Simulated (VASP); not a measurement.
Output of a VASP run:

### OSZICAR
```
       N       E                     dE             d eps       ncg     rms          rms(c)
DAV:   1     0.529685946895E+03    0.52969E+03   -0.29078E+04  1656   0.168E+03
DAV:   2    -0.562068341139E+01   -0.53531E+03   -0.52399E+03  1748   0.449E+02
DAV:   3    -0.384221593313E+02   -0.32801E+02   -0.32520E+02  1878   0.101E+02
DAV:   4    -0.392625772263E+02   -0.84042E+00   -0.83734E+00  1835   0.166E+01
DAV:   5    -0.392852107104E+02   -0.22633E-01   -0.22625E-01  1861   0.273E+00    0.385E+01
DAV:   6    -0.370878916991E+02    0.21973E+01   -0.13136E+01  1728   0.210E+01    0.171E+01
DAV:   7    -0.368683795356E+02    0.21951E+00   -0.38811E+00  1737   0.909E+00    0.643E+00
DAV:   8    -0.367372733892E+02    0.13111E+00   -0.65709E-01  1951   0.477E+00    0.209E+00
DAV:   9    -0.367403610688E+02   -0.30877E-02   -0.65614E-02  1996   0.129E+00    0.110E+00
DAV:  10    -0.367380733851E+02    0.22877E-02   -0.34706E-02  1866   0.116E+00    0.388E-01
DAV:  11    -0.367376666189E+02    0.40677E-03   -0.54292E-03  1810   0.450E-01    0.151E-01
DAV:  12    -0.367376299807E+02    0.36638E-04   -0.22513E-04  1804   0.951E-02    0.692E-02
DAV:  13    -0.367376351982E+02   -0.52175E-05   -0.12890E-04  1860   0.615E-02    0.207E-02
DAV:  14    -0.367376364271E+02   -0.12290E-05   -0.73496E-06  1813   0.165E-02    0.160E-02
DAV:  15    -0.367376361756E+02    0.25153E-06   -0.11604E-06  1824   0.627E-03    0.738E-03
DAV:  16    -0.367376362567E+02   -0.81076E-07   -0.15513E-06  1717   0.636E-03    0.119E-03
DAV:  17    -0.367376362684E+02   -0.11677E-07   -0.76487E-08  1178   0.167E-03
   1 F= -.36737636E+02 E0= -.36737636E+02  d E =0.000000E+00
```

OUTCAR:
```
------------------------ aborting loop because EDIFF is reached ----------------------------------------
  FORCE on cell =-STRESS in cart. coord.  units (eV):
  Direction    XX          YY          ZZ          XY          YZ          ZX
  --------------------------------------------------------------------------------------
  Total        0.0234150      0.0234150     -0.0391164     -0.0000000      0.0000000     -0.0000000
  in kB        0.3526324      0.3526324     -0.5890986     -0.0000000      0.0000000     -0.0000000
  external PRESSURE =       0.0387220 kB  Pullay stress =       0.0000000 kB
  volume of cell :      106.39
      direct lattice vectors                 reciprocal lattice vectors
     1.576659249 -2.730853903  0.000000000     0.317126228 -0.183092914  0.000000000
     1.576659249  2.730853903  0.000000000     0.317126228  0.183092914  0.000000000
     0.000000000  0.000000000 12.354228692     0.000000000  0.000000000  0.080943944
 POSITION                                       TOTAL-FORCE (eV/Angst)
 -----------------------------------------------------------------------------------
      1.57666      0.91029      3.08856         0.000000      0.000000      0.000000
      1.57666     -0.91029      9.26567        -0.000000     -0.000000      0.000000
      1.57666      0.91029     10.84332        -0.000000     -0.000000      0.000635
      1.57666     -0.91029      4.66621        -0.000000      0.000000      0.000635
      1.57666     -0.91029      1.51091        -0.000000      0.000000     -0.000635
      1.57666      0.91029      7.68802         0.000000     -0.000000     -0.000635
 -----------------------------------------------------------------------------------
    total drift:                                0.000000      0.001146     -0.000033
  FREE ENERGIE OF THE ION-ELECTRON SYSTEM (eV)
  ---------------------------------------------------
  free  energy   TOTEN  =       -36.7376362684 eV

  energy  without entropy=      -36.7376362684  energy(sigma->0) =      -36.73763627

 total charge

# of ion       s       p       d       tot
------------------------------------------
    1        2.323   6.331   3.400  12.055
    2        2.323   6.331   3.400  12.055
    3        1.359   2.355   0.000   3.714
    4        1.359   2.355   0.000   3.714
    5        1.359   2.355   0.000   3.714
    6        1.359   2.355   0.000   3.714
--------------------------------------------------
tot         10.083  22.081   6.801  38.965

 Electric field gradients after diagonalization (V/A^2)
 (convention: |V_zz| > |V_xx| > |V_yy|)
----------------------------------------------------------------------
 ion       V_xx      V_yy      V_zz     asymmetry (V_yy - V_xx)/ V_zz
----------------------------------------------------------------------
   1      76.800    76.799  -153.600       0.000
   2      76.800    76.799  -153.600       0.000
   3      21.262    21.262   -42.524       0.000
   4      21.262    21.262   -42.524       0.000
   5      21.262    21.261   -42.524       0.000
   6      21.262    21.261   -42.524       0.000
```
(Selected blocks of OUTCAR.)

### POSCAR
```
WS2
1
    1.5766592488    -2.7308539033     0.0000000000
    1.5766592488     2.7308539033    -0.0000000000
    0.0000000000     0.0000000000    12.3542286919
W S
2 4
Direct
  0.3333330000   0.6666670000   0.2500000000
  0.6666670000   0.3333330000   0.7500000000
  0.3333330000   0.6666670000   0.8777013686
  0.6666670000   0.3333330000   0.3777013686
  0.6666670000   0.3333330000   0.1222986314
  0.3333330000   0.6666670000   0.6222986314
```

**Question.** Write an INCAR and KPOINTS that could have produced this output.

**Answer.** Several could match; the one computed here: the input of the run itself, vdW-DF-cx, plane waves, VASP's PBE PAW potentials (set 64).

**INCAR**
```
LUSE_VDW = .True.
ENCUT = 520
NELM = 100   ! most electronic steps
ISIF = 2   ! forces and stress, cell fixed
AGGAC = 0.0
LORBIT = 11   ! lm-projected
ALGO = Normal   ! blocked Davidson
LEFG = .True.
LMAXMIX = 6   ! l cut-off of mixed one-centre charges
LREAL = .False.
GGA = CX
LCHARG = .True.
NEDOS = 601   ! DOS grid
SYSTEM = WS2
ISMEAR = -5
LASPH = .True.   ! aspherical one-centre terms
LWAVE = .False.
PREC = Accurate
EDIFF = 1E-7   ! SCF stop (eV)
```

**KPOINTS**
```
Automatic mesh
0
Gamma
9 9 2
0 0 0
```

POTCAR, in this order: W_sv S (PBE.64 set). Program: vasp_std.

The compound is WS2 in the 2H layered structure. It was relaxed first.
